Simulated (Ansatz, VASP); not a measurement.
# Cross-check of SnTe between VASP and Ansatz, part 2 of 2

One calculation is typed for both programs; each brings its own data sets. How far apart do they land? The cell is taken from a series of runs on this material, whose earlier steps may have relaxed, scaled, displaced or heated it; both programs get it as it stands.

VASP 6.6.1 and Ansatz 0.2.0.

So far: The starting structure; VASP: zone-centre phonons, LDA.

### Step 3. Ansatz: zone-centre phonons, LDA

Level of this step: Ansatz beside VASP: Kohn-Sham DFT, plane waves, LDA (Ansatz).

Ansatz runs on its PAW soft_1 files.

The same cell, functional (in two slightly different forms), mesh and smearing now go to Ansatz, which takes its cutoff from its data sets.

Contents of input.yaml:

```yaml
crystal:
  lattice:
    - [0.0, 3.1802021326, 3.1152411408]
    - [3.1802021326, 0.0, 3.1152411408]
    - [3.1802021326, 3.1802021326, 0.0]
  atoms:
    - { symbol: Sn, position: [0.0, 0.0, 0.0] }
    - { symbol: Te, position: [0.5, 0.5, 0.5] }
kpoints:
  mp_grid: { grid: [12, 12, 12] }
hamiltonian:
  xc: lda
  pseudopotentials: { kind: paw, azcp: { folder: soft_1 }, xc_functional: pbe }
scf:
  occupations: { method: gaussian, width: 0.01 }
output:
  eigenvalues: true
phonons:
  method: dfpt
```

Run with:

```bash
$ ansatz run input.yaml --threads 4 --pin off --max-ram 10240MiB --backend cpu --events-out ev --progress --plain --runs-dir out
```

Numbers of over 12 decimals in the logs are rounded to 6 here.

What it wrote:

```text
zone centre: on kpoints.mp_grid the ground state, and the responses unless they are solved on pairs of k-points, stand on 280 of the mesh's 1728 k-points, reduced under 8 symmetry operations, with k and −k counted as one. Each operation leaves every solved displacement unchanged or reverses it
Engine: ansatz 0.2.0, aarch64-unknown-linux-gnu
Pseudopotentials: kind: paw
Pseudopotential: Sn, paw, valence charge 14, recommended cutoff 420 eV (normal), soft_1/Sn.paw.azcp
Pseudopotential: Te, paw, valence charge 16, recommended cutoff 420 eV (normal), soft_1/Te.paw.azcp
Functional definition: SPW92
  exchange = slater_x
  correlation = pw_c
Crystal: 2 atoms, lattice volume = 63.013 Å³
Basis set: ecut = 420 eV, 1243 PW (Γ), exchange–correlation on 64×64×64 points (8 copies of the dense FFT grid, shifted against one another)
Bands: 19, of which v1, the nominal top of the filled ones, is band 15 counted from 1 (14 counted from 0)
Symmetry: 16 space group operations
k-points: 280 of 1728 (irreducible under 8 space group operations)
Non-local potential: Sn, projectors of the file, l = 0: 2, l = 1: 2, l = 2: 2, l = 3: 1
Non-local potential: Te, projectors of the file, l = 0: 2, l = 1: 2, l = 2: 2, l = 3: 1
PAW form: soft (Blöchl's): semilocal exchange-correlation on the pseudo side does not see the compensation charge
PAW frozen core: Sn, regenerated for the run's functional, and the local potential with it (the file was generated under x = pbe(κ = 0.804, μ = 0.219515), c = pbe(β = 0.066725))
PAW frozen core: Te, regenerated for the run's functional, and the local potential with it (the file was generated under x = pbe(κ = 0.804, μ = 0.219515), c = pbe(β = 0.066725))
PAW one-centre angular grid: Sn, 590 points (default); XC on 64 Gauss nodes
PAW one-centre angular grid: Te, 590 points (default); XC on 64 Gauss nodes
Initial density: superposition of atomic densities (chi_scale 0.1, normalization cell, long waves kept (reshape's long-wave potential 0.00 eV rms))
Initial wavefunctions: pseudopotential atomic-orbital guess
Functional: x = slater, c = lda
SCF iter   1: F=—  HF=-12707.406347 eV  |F-HF|=—  |Δ(HF+E_count)|=         —  Δρ=1.06e-2  dr2=8.21e-2  ethr=3.10e-3  ⟨swp⟩=7.7  Hψ=31818  notcnv=0
preconditioner: auto → none  [insulator: Δε(μ)=0.092 eV  Ē_g=8.663 eV  σ=0.010 eV  W_gap=1.00  n_scr=14 (ndim 8)  ℏωp=14.8 eV  f_vac=0.000  D(μ)=0.00/eV (n_scr^D=0)  ε∞_Penn≈3.9]
SCF iter   2: F=—  HF=-12707.391778 eV  |F-HF|=—  |Δ(HF+E_count)|=   1.46e-2  Δρ=5.05e-3  dr2=1.96e-2  ethr=2.74e-4  ⟨swp⟩=2.1  Hψ=9015  notcnv=0
SCF iter   3: F=—  HF=-12707.389522 eV  |F-HF|=—  |Δ(HF+E_count)|=   2.26e-3  Δρ=4.26e-4  dr2=5.24e-5  ethr=6.52e-5  ⟨swp⟩=3.2  Hψ=9810  notcnv=0
SCF iter   4: F=—  HF=-12707.389543 eV  |F-HF|=—  |Δ(HF+E_count)|=   2.12e-5  Δρ=9.22e-5  dr2=2.41e-6  ethr=1.75e-7  ⟨swp⟩=2.0  Hψ=9343  notcnv=0
SCF iter   5: F=—  HF=-12707.389545 eV  |F-HF|=—  |Δ(HF+E_count)|=   2.03e-6  Δρ=2.00e-5  dr2=1.61e-7  ethr=8.02e-9  ⟨swp⟩=2.0  Hψ=8125  notcnv=0
SCF iter   6: F=—  HF=-12707.389545 eV  |F-HF|=—  |Δ(HF+E_count)|=   5.55e-8  Δρ=2.44e-6  dr2=1.37e-9  ethr=5.35e-10  ⟨swp⟩=2.0  Hψ=8114  notcnv=0
SCF iter   7: F=—  HF=-12707.389545 eV  |F-HF|=—  |Δ(HF+E_count)|=   1.10e-9  Δρ=3.60e-7  dr2=4.71e-11  ethr=4.57e-12  ⟨swp⟩=2.0  Hψ=7975  notcnv=0
SCF iter   8: F=-12707.389545 eV  HF=-12707.389545 eV  |F-HF|=7.28e-12  |Δ(HF+E_count)|=  3.64e-12  Δρ=3.52e-8  dr2=6.59e-13  ethr=1.00e-12  ⟨swp⟩=6.5  Hψ=25475  notcnv=0
SCF 1 converged in 8 iterations: F = -12707.389545 eV  dr2 = 6.59e-13
  greatest PAW one-centre occupation: 0.999 electrons in one spin orbital (limit 2), on the Te atom at site 1 (counted from 0), in its partial waves of l = 2
DFPT response loops at Γ: preconditioner auto → Resta (q_TF=auto, 2.411 Å⁻¹)  ε∞=23.4 (no band partly filled); β = 1.00, the filter's whole step (`scf.mixing.beta` (0.50) is not read by the response loops at its default; to damp them type it under 1.00, their step now; it binds the ground state too); Broyden in place of MSR1
SCF converged after 8 iterations
Free energy (F): -12707.389545 eV
Harris-Foulkes:  -12707.389545 eV  (|F-HF|=7.28e-12)
Internal energy: -12707.389545 eV  (E = F + TS)
E sigma→0 (E₀):  -12707.389545 eV
Fermi energy:    9.244419 eV
--- Per-component energies (eV) ---
  E_band       = -363.618644
  E_kinetic    = 340.803800
  E_local      = -2704.873048  (includes V_loc(G=0)·N_el)
  E_nonlocal   = 221.205138
  E_hartree    = 1342.482725
  E_xc         = -247.114993
  E_vxc        = -183.689458  (∫ρ·V_xc dr)
  E_paw        = -8742.916439  (= ΣΔE_a)
  E_vpaw       = -722.030905  (= ΣTr[D̂ρ^β])
  E_aug_tail   = 0.000352  (compensation charges beyond the density's cutoff)
  E_ewald      = -2918.080614
  E_core_change = 1.103533  (= ΣΔE_core)
  E_smearing   = -0.000000  (= −TS)
  E_closure    = 0.000000  (closes the sum)
  Σ components = -12707.389545   (vs F -12707.389545, Δ=0.00e0)
--- Band table (eV; the first three rows and the last of 280) ---
  k-point 0: bands = [... 11 lower, 4.3811, 7.0072, 7.2350, 7.2350, 12.3628, 12.3628, 12.8701, 14.0545]
  k-point 1: bands = [... 11 lower, 4.0613, 7.0748, 7.2399, 7.4106, 12.0492, 12.0520, 12.5247, 14.0164]
  k-point 2: bands = [... 11 lower, 3.3410, 7.1474, 7.2591, 7.8371, 11.3880, 11.3970, 11.8099, 14.0439]
  k-point 279: bands = [... 11 lower, 2.5968, 3.7235, 5.5412, 5.5412, 11.4482, 14.0133, 14.0133, 15.7133]
--- Phonons (Γ-DFPT): 4 representative perturbations + reference, on 280 of 1728 k-points (Σ response iterations 12) ---
  k mesh reduced under 8 symmetry operations, with k and −k counted as one. Each operation leaves every solved displacement unchanged or reverses it
  ASR residual: 7.519e-5 → 0.000e0 eV/Å²; symmetrization residual: 1.681e-5 eV/Å²
  ASR residual per site (eV/Å²): 5.26e-5 7.52e-5
  Γ frequencies (cm⁻¹): -40.85 -40.85 0.00 0.00 0.00 6.60
  non-analytic LO–TO correction: not included (Born effective charges unavailable; polar crystals: no LO–TO splitting at Γ)
```

Reading the cycles: dr2 is the Hartree energy of the density residual (eV), the measure of convergence; HF is the Harris–Foulkes estimate of the energy, which meets the free energy F at convergence.

### Step 4. Differences

Known differences besides the potentials themselves: the data sets hold 30 valence electrons in Ansatz (on its PAW soft_1 files) and 20 in VASP; the cutoff is 420 eV in Ansatz and 500 eV in VASP; VASP's log shows a relativistic correction to its local exchange, Ansatz's none. Total energies have different zeros and are not compared.

Compared:

```tsv
quantity	Ansatz	VASP	difference
optical mode 1 to 2 (imaginary, printed as negative) (cm⁻¹)	-40.9	-37.1	-3.8
optical mode 3 (cm⁻¹)	6.6	20.1	-13.5
```

Modes are paired by rising frequency, not by their patterns, so a pair may set unlike modes beside each other; they are those without the splitting of longitudinal modes.

### Step 5. Further runs

Further runs change the set-up of one program: Ansatz's method, potentials or start, or VASP's data sets, cutoff or form of LDA. The table gives that difference for each run.

```tsv
run	optical mode 1 to 2 (imaginary, printed as negative) (cm⁻¹)
as above	-3.8
VASP with the data sets Sn_sv_GW and Te and a cutoff of 600 eV	5.2
```

### Step 6. Summary of results

| Property | Result |
| --- | --- |
| r.m.s. difference of the optical zone-centre modes, each program's sorted by frequency (zone-centre phonons, LDA) | 8.4 cm⁻¹ |

The r.m.s. difference of the optical zone-centre modes, each program's sorted by frequency is 8.4 cm⁻¹ (zone-centre phonons, LDA). The data sets hold unlike numbers of valence electrons (30 in Ansatz and 20 in VASP), so part of the differences comes from the potentials. Zone-centre phonons, LDA, VASP with the data sets Sn_sv_GW and Te and a cutoff of 600 eV: the difference in optical mode 1 to 2 (imaginary, printed as negative) goes from -3.8 to 5.2 cm⁻¹. How closely two codes agree says nothing of how well the functional describes the real material.

[Lines on the potential files, build, host, timing and source positions are cut from VASP's logs without a mark.]

[Logs are printed without paths, hosts, clocks, repeated set-up lines and the standing remarks that a program may print on its own settings, such as how far it seeks lower states.]

[Hosts, paths, dates, database ids (printed as entryN), source tags and the programs' standing remarks are cut or masked in the printed files.]
